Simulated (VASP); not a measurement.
VASP input:

### POSCAR
```
HfS2
1
    1.7984440475    -3.1149962551    -0.0000000000
    1.7984440475     3.1149962551     0.0000000000
    0.0000000000     0.0000000000     5.8052206458
Hf S
1 2
Direct
  0.0000000000   0.0000000000   1.0000000000
  0.3333330000   0.6666670000   0.2484982130
  0.6666670000   0.3333330000   0.7515017870
```

**KPOINTS**
```
Automatic mesh
0
Gamma
7 7 4
0 0 0
```

### INCAR
```
AGGAC=0.0
ALGO=Normal
EDIFF=1E-6
EDIFFG=-0.02
ENCUT=520
GGA=CX
IBRION=2
ISIF=3
ISMEAR=0
LASPH=.True.
LCHARG=.False.
LMAXMIX=6
LREAL=.False.
LUSE_VDW=.True.
LWAVE=.False.
NELM=100
NSW=60
PREC=Accurate
SIGMA=0.05
SYSTEM=HfS2
```

POTCAR, in this order: Hf_pv S (PBE.64 set). Program: vasp_std.

Task: Write an equivalent input for Quantum ESPRESSO's pw.x.

Result: One equivalent input (not run):
```
&CONTROL
  calculation = 'vc-relax'
  pseudo_dir = './pseudo'
  outdir = './out'
  tprnfor = .true.
  tstress = .true.
  nstep = 60
  forc_conv_thr = 0.00078
/
&SYSTEM
  ibrav = 0
  nat = 3
  ntyp = 2
  ecutwfc = 58
  occupations = 'smearing'
  smearing = 'gaussian'
  degauss = 0.003675
  input_dft = 'vdw-df-cx'
/
&ELECTRONS
  conv_thr = 7.3e-08
  electron_maxstep = 100
/
&IONS
/
&CELL
/
ATOMIC_SPECIES
  Hf 178.490 Hf.upf
  S 32.060 S.upf
CELL_PARAMETERS angstrom
     1.7984440   -3.1149963   -0.0000000
     1.7984440    3.1149963    0.0000000
     0.0000000    0.0000000    5.8052206
ATOMIC_POSITIONS crystal
  Hf   0.0000000  0.0000000  1.0000000
  S    0.3333330  0.6666670  0.2484982
  S    0.6666670  0.3333330  0.7515018
K_POINTS automatic
  7 7 4 0 0 0
```
What does not carry over: the potentials are each code's own (VASP's PAW set, PseudoDojo norm-conserving files in pw.x), so ENCUT and ecutwfc are chosen apart and not converted; conv_thr bounds pw.x's estimated SCF error, while EDIFF bounds the energy change between steps; forc_conv_thr acts on force components and is met together with etot_conv_thr.

The compound is HfS2 in the 1T layered structure. This run relaxes it. Symmetry was kept, so distortions that lower it aren't found.
